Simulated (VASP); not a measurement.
Consider the following.

```
CELL_PARAMETERS angstrom
      4.39940    -2.43981     0.00112
      4.39940     2.43981     0.00112
      3.04532     0.00000     4.00417
ATOMIC_POSITIONS crystal
  B  0.01058 0.65387 0.01058
  B  0.01058 0.01058 0.65387
  B  0.65387 0.01058 0.01058
  B  0.98942 0.34613 0.98942
  B  0.98942 0.98942 0.34613
  B  0.34613 0.98942 0.98942
  B  0.22173 0.62962 0.22173
  B  0.22173 0.22173 0.62962
  B  0.62962 0.22173 0.22173
  B  0.77827 0.37038 0.77827
  B  0.77827 0.77827 0.37038
  B  0.37038 0.77827 0.77827
```

These are PBEsol GGA, VASP's PBE PAW potentials (set 64) (plane waves; VASP) values and carry that method's errors. Run with 520 eV cut-off, 6×6×6 Γ-centred mesh, tetrahedra with Blöchl corrections, potentials B.

Predict the energy per atom (σ→0), band gap (on the k-mesh) with the smallest direct gap where there is one.

```
Property                                      Value
-----------------------------------  --------------
band gap (on the k-mesh)                    1.32 eV
smallest direct gap (on the k-mesh)         1.68 eV
energy per atom (σ→0)                -7.039 eV/atom
```

Total energies compare only between runs with the same potentials, cut-off and functional.

The compound is B in the alpha structure. It was relaxed first.
